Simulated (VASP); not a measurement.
Given:

```yaml
crystal:
  lattice:
    - [0.00000, 3.20388, 3.20388]
    - [3.20388, 0.00000, 3.20388]
    - [3.20388, 3.20388, 0.00000]
  atoms:
    - { symbol: Sn, position: [0.00000, 0.00000, 0.00000] }
    - { symbol: Te, position: [0.50000, 0.50000, 0.50000] }
```

These are PW91 GGA, VASP's PBE PAW potentials (set 64) (plane waves; VASP) values and carry that method's errors. Numerical set-up: 520 eV cut-off, Gaussian smearing of 0.050 eV, potentials Sn_d Te.

Unless said otherwise, spin-orbit coupling is left out, though it shifts the bands of the heavy elements here.

Q: Predict the band gap (along the path) with the smallest direct gap where there is one.

A: 
band gap (along the path): 0.05 eV
smallest direct gap (along the path): 0.05 eV

Only differences to runs with the same potentials and settings are physical.

The compound is SnTe in the rock salt structure, which distorts at low temperature. It was relaxed first.
